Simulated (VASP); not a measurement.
Energy against volume of ZrC (rock salt). Computed with PBE GGA with D3 dispersion (Becke-Johnson damping), VASP's PBE PAW potentials (set 64) (plane waves; VASP). Numerical set-up: 520 eV cut-off, 13×13×13 Γ-centred mesh, first-order Methfessel-Paxton smearing of 0.10 eV, potentials Zr_sv C.

```csv
V (Å³/atom),E (eV/atom)
12.007,-10.09527
12.390,-10.12353
12.773,-10.13240
13.156,-10.12459
```

Q: Fit these four points and predict the energy of the run at 13.540 Å³/atom.

A: A cubic in V^(−2/3), the third-order Birch-Murnaghan form, passes through the four points with V0 = 12.78 Å³/atom and B0 = 232 GPa, and gives -10.1024 eV/atom there. The run gave -10.1024 eV/atom, -0.1 meV/atom from the fit; all five points give B0 = 232 GPa.

The compound is ZrC in the rock salt structure. It was relaxed first.
